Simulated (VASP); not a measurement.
# Bi2Te3 (Tellurobismuthite): input slips in a band-gap run and what they do

Aim: see how common mistakes in a band-structure run show up, on Bi2Te3 (Tellurobismuthite). The starting structure is a measured crystal structure from the Crystallography Open Database. Cell and atoms stay as given unless a step says otherwise.

Main program and level: VASP 6.6.1; Kohn-Sham DFT with plane waves and PAW; LDA.

## Step 1: Set-up

The structure is trigonal, space group R-3m (No. 166). The conventional cell has a = 4.386 Å, b = 4.386 Å, c = 30.497 Å, α = 90.00°, β = 90.00°, γ = 120.00°. Nearest to Bi lie 6 Te at 3.07 to 3.25 Å. Nearest to Te lie 3 Bi at 3.07 Å. Nearest to Te lie 6 Bi at 3.25 Å. Farther neighbours and most contacts between anions are not listed.

## Step 2: Reference bands

Contents of INCAR:

```
SYSTEM = Bi2Te3
PREC = Accurate
ENCUT = 350
EDIFF = 1E-06
NELM = 100
ISMEAR = 0
SIGMA = 0.03
LREAL = .FALSE.
ALGO = Normal
GGA = CA
NBANDS = 39
LORBIT = 11
LWAVE = .FALSE.
LCHARG = .FALSE.
KPAR = 4
```

Contents of POSCAR:

```
Bi2Te3
1.0
    2.1930000000      1.2661291403     10.1656666667
   -2.1930000000      1.2661291403     10.1656666667
    0.0000000000     -2.5322582807     10.1656666667
Bi Te
2 3
Direct
    0.6000000000      0.6000000000      0.6000000000
    0.4000000000      0.4000000000      0.4000000000
    0.7905000000      0.7905000000      0.7905000000
    0.2095000000      0.2095000000      0.2095000000
    0.0000000000      0.0000000000      0.0000000000
```

Contents of KPOINTS:

```
Automatic mesh
0
Gamma
6 6 6
0 0 0
```

Contents of KPOINTS_OPT:

```
Line mode
8
Line-mode
Reciprocal
  0.00000000   0.00000000   0.00000000 GAMMA
  0.50000000   0.00000000   0.00000000 L

  0.50000000   0.00000000   0.00000000 L
  0.50000000   0.17700839  -0.17700839 B1

  0.82299161   0.50000000   0.17700839 B
  0.50000000   0.50000000   0.50000000 Z

  0.50000000   0.50000000   0.50000000 Z
  0.00000000   0.00000000   0.00000000 GAMMA

  0.00000000   0.00000000   0.00000000 GAMMA
  0.33850420   0.00000000  -0.33850420 X

  0.66149580   0.33850420   0.00000000 Q
  0.50000000   0.50000000   0.00000000 F

  0.50000000   0.50000000   0.00000000 F
  0.66149580   0.66149580   0.17700839 P1

  0.66149580   0.66149580   0.17700839 P1
  0.50000000   0.50000000   0.50000000 Z

  0.50000000   0.00000000   0.00000000 L
  0.82299161   0.33850420   0.33850420 P
```

The projector-augmented-wave data sets are Bi_d and Te (LDA family, release 64).

Run with:

```
mpirun -np 4 vasp_std
```

Log:

```text
[banner, memory and clock lines left out]
running    4 mpi-ranks, on    1 nodes
 distrk:  each k-point on    1 cores,    4 groups
 distr:  one band on    1 cores,    1 groups

 POSCAR found type information on POSCAR BiTe
 POSCAR found :  2 types and       5 ions
 LDA part: xc-table for (Slater(with rela. corr.)+CA(PZ))
 , standard interpolation
 POSCAR, INCAR and KPOINTS ok, starting setup
 FFT: planning ... GRIDC
 FFT: planning ... GRID_SOFT
 FFT: planning ... GRID
 WAVECAR not read
 entering main loop
       N       E                     dE             d eps       ncg     rms          rms(c)
DAV:   1     0.378088813658E+03    0.37809E+03   -0.17086E+04  2512   0.893E+02
DAV:   2     0.179487305507E+02   -0.36014E+03   -0.34109E+03  2635   0.275E+02
DAV:   3    -0.203299598326E+02   -0.38279E+02   -0.37245E+02  3089   0.107E+02
DAV:   4    -0.218049471414E+02   -0.14750E+01   -0.14709E+01  2987   0.235E+01
DAV:   5    -0.218737380893E+02   -0.68791E-01   -0.68787E-01  3745   0.459E+00    0.763E+00
DAV:   6    -0.215827718794E+02    0.29097E+00   -0.25257E-01  3479   0.375E+00    0.533E+00
DAV:   7    -0.215749002328E+02    0.78716E-02   -0.14879E-01  3111   0.148E+00    0.120E+00
DAV:   8    -0.215724062783E+02    0.24940E-02   -0.22555E-02  2868   0.734E-01    0.452E-01
DAV:   9    -0.215719109809E+02    0.49530E-03   -0.24857E-03  3216   0.273E-01    0.274E-01
DAV:  10    -0.215719427707E+02   -0.31790E-04   -0.62702E-04  2902   0.101E-01    0.496E-02
DAV:  11    -0.215719398571E+02    0.29136E-05   -0.28213E-05  2859   0.320E-02    0.232E-02
DAV:  12    -0.215719418785E+02   -0.20213E-05   -0.13057E-05  2956   0.148E-02    0.128E-02
DAV:  13    -0.215719420281E+02   -0.14965E-06   -0.77409E-07  1875   0.476E-03
   1 F= -.21571942E+02 E0= -.21571942E+02  d E =-.315017E-08
 Start KPOINTS_OPT (optional k-point list driver)
k-point batch [1-32\72]
       N       E                     dE             ncg
DAV:   1     0.243968775402E+04   -0.17285E+05     2512
DAV:   2    -0.903290104521E+04   -0.11473E+05     2672
DAV:   3    -0.102730482731E+05   -0.12401E+04     3016
DAV:   4    -0.103213764399E+05   -0.48328E+02     2941
DAV:   5    -0.103237944860E+05   -0.24180E+01     3654
DAV:   6    -0.103238252826E+05   -0.30797E-01     3217
DAV:   7    -0.103238260901E+05   -0.80752E-03     3684
DAV:   8    -0.103238261006E+05   -0.10525E-04     2825
DAV:   9    -0.103238261010E+05   -0.41774E-06     1833
[...]
k-point batch [65-72\72]
       N       E                     dE             ncg
DAV:   1     0.228031720891E+05   -0.81643E+04      624
DAV:   2     0.199215568263E+05   -0.28816E+04      640
DAV:   3     0.196222584118E+05   -0.29930E+03      774
DAV:   4     0.196113647818E+05   -0.10894E+02      744
DAV:   5     0.196107889936E+05   -0.57579E+00      969
DAV:   6     0.196107828511E+05   -0.61425E-02      770
DAV:   7     0.196107826447E+05   -0.20634E-03      962
DAV:   8     0.196107826422E+05   -0.25545E-05      668
DAV:   9     0.196107826420E+05   -0.11133E-06      473
```

Wall time 5.7 min (4 MPI ranks of AMD EPYC 7R43, shared host); peak memory 2 GiB.

Lines that name or quote the potential files are left out of all logs, and their timing lines are given in words.

From OUTCAR (step 2):

```text
ion  position               nearest neighbor table
   1  0.600  0.600  0.600-   4 3.07   4 3.07   4 3.07   5 3.25   5 3.25   5 3.25
   2  0.400  0.400  0.400-   3 3.07   3 3.07   3 3.07   5 3.25   5 3.25   5 3.25
   3  0.791  0.791  0.791-   2 3.07   2 3.07   2 3.07   4 3.64   4 3.64   4 3.64
   4  0.209  0.209  0.209-   1 3.07   1 3.07   1 3.07   3 3.64   3 3.64   3 3.64
   5  0.000  0.000  0.000-   1 3.25   2 3.25   1 3.25   1 3.25   2 3.25   2 3.25

  LATTYP: Found a trigonal (rhomboedric) cell.
 ALAT       =    10.4763118882
 COS(alpha) =     0.9123624111

 Subroutine GETGRP returns: Found 12 space group operations
 (whereof 12 operations were pure point group operations)

The static configuration has the point symmetry D_3d.

 Found     32 irreducible k-points:

   k-points           NKPTS =     32   k-points in BZ     NKDIM =     32   number of bands    NBANDS=     39

   dimension x,y,z NGX =    64 NGY =   64 NGZ =   64
   dimension x,y,z NGXF=   128 NGYF=  128 NGZF=  128

   ENCUT  =  350.0 eV  25.72 Ry    5.07 a.u.  15.98 15.98 15.98*2*pi/ulx,y,z

   NELECT =      48.0000    total number of electrons

 k-points in reciprocal lattice and weights: Automatic mesh
   0.00000000  0.00000000  0.00000000       0.005
   0.16666667 -0.00000000  0.00000000       0.028
   0.33333333  0.00000000  0.00000000       0.028
   0.50000000 -0.00000000  0.00000000       0.014
   0.16666667  0.16666667  0.00000000       0.028
   0.33333333  0.16666667  0.00000000       0.056
   0.50000000  0.16666667  0.00000000       0.056
  -0.33333333  0.16666667 -0.00000000       0.056
  -0.16666667  0.16666667  0.00000000       0.028
[...]
-0.33333333  0.50000000  0.33333333       0.028
   0.50000000  0.50000000  0.50000000       0.005

 average (electrostatic) potential at core
       1-105.2839       2-105.2839       3 -89.1091       4 -89.1091       5 -88.9100

 E-fermi :   6.1261

 k-point     1 :       0.0000    0.0000    0.0000
  band No.  band energies     occupation
    ...
     20       4.3223      2.00000
     21       4.3223      2.00000
     22       5.1785      2.00000
     23       5.1785      2.00000
     24       6.0274      2.00000
     25       6.2247      0.00000
     26       6.6383      0.00000
     27       6.6383      0.00000
     28       7.9369      0.00000
     29       8.0899      0.00000
    ...

 k-point     2 :       0.1667   -0.0000    0.0000
  band No.  band energies     occupation
    ...
     20       4.2552      2.00000
     21       4.5680      2.00000
     22       4.9563      2.00000
     23       5.0328      2.00000
     24       5.4845      2.00000
     25       7.1328      0.00000
     26       7.3386      0.00000
     27       7.4954      0.00000
     28       7.9904      0.00000
     29       8.0068      0.00000
    ...

 k-point     3 :       0.3333    0.0000    0.0000
  band No.  band energies     occupation
    ...
     20       3.4374      2.00000
     21       3.4546      2.00000
     22       4.6135      2.00000
     23       5.1096      2.00000
     24       5.4108      2.00000
     25       6.8222      0.00000
     26       7.2509      0.00000
     27       7.7960      0.00000
     28       8.7080      0.00000
     29       9.0833      0.00000
    ...

  Total       -1.8222354     -1.8222354     -2.2854231      0.0000000      0.0000000      0.0000000
  in kB      -17.2389695    -17.2389695    -21.6208840      0.0000000      0.0000000      0.0000000
  external PRESSURE =     -18.6996077 kB  Pullay stress =       0.0000000 kB

  energy-cutoff  :      350.00
  volume of cell :      169.36
      direct lattice vectors                 reciprocal lattice vectors
     2.193000000  1.266129140 10.165666667     0.227998176  0.131634808  0.032790111
    -2.193000000  1.266129140 10.165666667    -0.227998176  0.131634808  0.032790111
     0.000000000 -2.532258281 10.165666667     0.000000000 -0.263269617  0.032790111

 POSITION                                       TOTAL-FORCE (eV/Angst)
 -----------------------------------------------------------------------------------
      0.00000     -0.00000     18.29820        -0.000000      0.000000     -0.047917
      0.00000     -0.00000     12.19880        -0.000000     -0.000000      0.047917
      0.00000     -0.00000     24.10788        -0.000000      0.000000     -0.149540
      0.00000     -0.00000      6.38912        -0.000000     -0.000000      0.149540
      0.00000      0.00000      0.00000         0.000000     -0.000000      0.000000
 -----------------------------------------------------------------------------------
    total drift:                               -0.000000     -0.000000     -0.000000

  FREE ENERGIE OF THE ION-ELECTRON SYSTEM (eV)
  ---------------------------------------------------
  free  energy   TOTEN  =       -21.5719420281 eV

  energy  without entropy=      -21.5719420250  energy(sigma->0) =      -21.57194203

 total charge
# of ion       s       p       d       tot
------------------------------------------
    1        1.598   1.152   9.940  12.691
    2        1.598   1.152   9.940  12.691
    3        1.414   1.908   0.026   3.348
    4        1.414   1.908   0.026   3.348
    5        1.394   1.971   0.024   3.389
--------------------------------------------------
tot          7.418   8.091  19.957  35.466

[... 3 further parts left out ...]
```

Spin-orbit coupling is off here; with elements this heavy it can split and shift levels by tenths of an eV, and by up to about 1 eV where a band edge is a 6p state.

The reference gap is 0.197 eV.

## Step 3: Bands with no empty bands

A slip made on purpose: no empty bands. Against step 2 the input has NBANDS = 24 and no band path (also changed: NELM).

INCAR, as its differences from that of step 2:

```diff
@@ -4,3 +4,3 @@
 EDIFF = 1E-06
-NELM = 100
+NELM = 60
 ISMEAR = 0
@@ -10,3 +10,3 @@
 GGA = CA
-NBANDS = 39
+NBANDS = 24
 LORBIT = 11
```

POSCAR is that of step 2.

KPOINTS is that of step 2.

Run with:

```
mpirun -np 4 vasp_std
```

Log:

```text
[... set-up lines as in an earlier step ...]
 entering main loop
       N       E                     dE             d eps       ncg     rms          rms(c)
DAV:   1     0.397018593983E+03    0.39702E+03   -0.18258E+04  1592   0.146E+03
DAV:   2     0.187272587558E+02   -0.37829E+03   -0.37829E+03  1784   0.412E+02
DAV:   3    -0.202825041181E+02   -0.39010E+02   -0.39010E+02  2008   0.143E+02
DAV:   4    -0.217726162328E+02   -0.14901E+01   -0.14901E+01  1752   0.306E+01
[...]
DAV:  13    -0.215719416354E+02   -0.18950E-05   -0.25320E-05  1528   0.199E-02    0.118E-02
DAV:  14    -0.215719410109E+02    0.62452E-06   -0.12374E-05  1480   0.158E-02    0.583E-03
DAV:  15    -0.215719413696E+02   -0.35875E-06   -0.36663E-06   808   0.538E-03
 -----------------------------------------------------------------------------
|                                                                             |
|           W    W    AA    RRRRR   N    N  II  N    N   GGGG   !!!           |
|           W    W   A  A   R    R  NN   N  II  NN   N  G    G  !!!           |
|           W    W  A    A  R    R  N N  N  II  N N  N  G       !!!           |
|           W WW W  AAAAAA  RRRRR   N  N N  II  N  N N  G  GGG   !            |
|           WW  WW  A    A  R   R   N   NN  II  N   NN  G    G                |
|           W    W  A    A  R    R  N    N  II  N    N   GGGG   !!!           |
|                                                                             |
|     Your highest band is occupied at some k-points! Unless you are          |
|     performing a calculation for an insulator or semiconductor, without     |
|     unoccupied bands, you have included TOO FEW BANDS!! Please increase     |
|     the parameter NBANDS in file INCAR to ensure that the highest band      |
|     is unoccupied at all k-points. It is always recommended to include      |
|     a few unoccupied bands to accelerate the convergence of                 |
|     molecular-dynamics runs (even for insulators or semiconductors),        |
|     since the presence of unoccupied bands improves wavefunction            |
|     prediction and helps to suppress 'band-crossings'.                      |
|                                                                             |
 -----------------------------------------------------------------------------

   1 F= -.21571941E+02 E0= -.21571941E+02  d E =-.170698E-13
```

Elapsed: 69 s, on 4 MPI ranks; peak memory 1.6 GiB; 4.6 min of CPU time.

From OUTCAR (step 3):

```text
  Total       -1.8204716     -1.8204716     -2.2831283      0.0000000      0.0000000      0.0000000
  in kB      -17.2222838    -17.2222838    -21.5991747      0.0000000      0.0000000      0.0000000
  external PRESSURE =     -18.6812475 kB  Pullay stress =       0.0000000 kB

 POSITION                                       TOTAL-FORCE (eV/Angst)
 -----------------------------------------------------------------------------------
      0.00000     -0.00000     18.29820         0.000000      0.000000     -0.047626
      0.00000     -0.00000     12.19880         0.000000     -0.000000      0.047626
      0.00000     -0.00000     24.10788         0.000000      0.000000     -0.149616
      0.00000     -0.00000      6.38912         0.000000     -0.000000      0.149616
      0.00000      0.00000      0.00000         0.000000      0.000000     -0.000000
 -----------------------------------------------------------------------------------
    total drift:                               -0.000000     -0.000000     -0.000000

  FREE ENERGIE OF THE ION-ELECTRON SYSTEM (eV)
  ---------------------------------------------------
  free  energy   TOTEN  =       -21.5719413696 eV

  energy  without entropy=      -21.5719413696  energy(sigma->0) =      -21.57194137

[... 1 part as in an earlier step ...]

[... 2 further parts left out ...]
[key lines of the parts left out:]
E-fermi :   6.1690
```

The run converges, yet it holds no empty band, so no gap can be read from it.

## Step 4: Bands with a k mesh far too coarse and no band path

A slip made on purpose: a k mesh far too coarse and no band path. Against step 2 the input has a 1×1×1 mesh and no band path (also changed: NELM, NBANDS, NCORE and KPAR).

INCAR, as its differences from that of step 3:

```diff
@@ -10,3 +10,3 @@
 GGA = CA
-NBANDS = 24
+NBANDS = 30
 LORBIT = 11
@@ -14,2 +14,2 @@
 LCHARG = .FALSE.
-KPAR = 4
+NCORE = 4
```

POSCAR is that of step 3.

Contents of KPOINTS:

```
Automatic mesh
0
Gamma
1 1 1
0 0 0
```

Run with:

```
mpirun -np 4 vasp_std
```

Log:

```text
[banner, memory and clock lines left out]
running    4 mpi-ranks, on    1 nodes
[...]
LDA part: xc-table for (Slater(with rela. corr.)+CA(PZ))
 , standard interpolation
 POSCAR, INCAR and KPOINTS ok, starting setup
[...]
entering main loop
       N       E                     dE             d eps       ncg     rms          rms(c)
DAV:   1     0.389519809729E+03    0.38952E+03   -0.18044E+04    68   0.118E+03
DAV:   2     0.442763147824E+02   -0.34524E+03   -0.33233E+03    60   0.330E+02
DAV:   3    -0.127362284780E+01   -0.45550E+02   -0.41014E+02    80   0.134E+02
DAV:   4    -0.354785599607E+01   -0.22742E+01   -0.22138E+01    60   0.281E+01
[...]
DAV:  18    -0.207534973356E+01    0.22554E-05   -0.43450E-06    52   0.179E-02    0.256E-02
DAV:  19    -0.207534867785E+01    0.10557E-05   -0.45411E-07    30   0.643E-03    0.153E-02
DAV:  20    -0.207534837059E+01    0.30726E-06   -0.22571E-07    30   0.328E-03
   1 F= -.20753484E+01 E0= -.20658807E+01  d E =-.189353E-01
```

Elapsed: 5.6 s, on 4 MPI ranks; peak memory 0.66 GiB; 20 s of CPU time.

OUTCAR, selected parts (step 4):

```text
  Total       41.0009645     41.0009645     -2.3618512      0.0000000      0.0000000      0.0000000
  in kB      387.8831409    387.8831409    -22.3439194      0.0000000      0.0000000      0.0000000
  external PRESSURE =     251.1407875 kB  Pullay stress =       0.0000000 kB

 POSITION                                       TOTAL-FORCE (eV/Angst)
 -----------------------------------------------------------------------------------
      0.00000     -0.00000     18.29820         0.000000      0.000000     -0.306705
      0.00000     -0.00000     12.19880         0.000000     -0.000000      0.306705
      0.00000     -0.00000     24.10788         0.000000      0.000000     -1.608770
      0.00000     -0.00000      6.38912         0.000000     -0.000000      1.608770
      0.00000      0.00000      0.00000         0.000000     -0.000000      0.000000
 -----------------------------------------------------------------------------------
    total drift:                               -0.000000     -0.000000     -0.000000

  FREE ENERGIE OF THE ION-ELECTRON SYSTEM (eV)
  ---------------------------------------------------
  free  energy   TOTEN  =        -2.0753483706 eV

  energy  without entropy=       -2.0564130668  energy(sigma->0) =       -2.06588072

[... 1 part as in an earlier step ...]

[... 2 further parts left out ...]
[key lines of the parts left out:]
E-fermi :   6.4736
```

With a k mesh far too coarse and no band path the gap is 0.046 eV, -0.152 eV from the reference, read on the mesh alone.

(Part 1 of 2 ends here.)

[Lines on the potential files, build, host, timing and source positions are cut from VASP's logs without a mark.]

[Logs are printed without paths, hosts, clocks, repeated set-up lines and the standing remarks that a program may print on its own settings, such as how far it seeks lower states.]

[Hosts, paths, dates, database ids (printed as entryN), source tags and the programs' standing remarks are cut or masked in the printed files.]
